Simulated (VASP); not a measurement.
Given:

```yaml
crystal:
  lattice:
    - [0.00000, 3.01473, 3.01473]
    - [3.01473, 0.00000, 3.01473]
    - [3.01473, 3.01473, 0.00000]
  atoms:
    - { symbol: Al, position: [0.25000, 0.25000, 0.25000] }
    - { symbol: Al, position: [0.75000, 0.75000, 0.75000] }
    - { symbol: Au, position: [0.00000, 0.00000, 0.00000] }
```

The numbers are results of optB86b-vdW, VASP's PBE PAW potentials (set 64) (plane waves; VASP 6.6.1), not measurements. Run with 520 eV cut-off, 9×9×9 Γ-centred mesh, first-order Methfessel-Paxton smearing of 0.10 eV, potentials Al Au.

### Question
Give the energy at these volumes per atom, relative to the lowest: 17.15, 17.69, 18.24, 18.79, 19.34 Å³.

### Answer
26.5, 6.5, 0.0, 4.8, 19.2 meV/atom. A third-order Birch-Murnaghan fit gives B0 = 110 GPa and B0′ = 4.9.

The compound is AuAl2 in the fluorite structure. It was relaxed first.
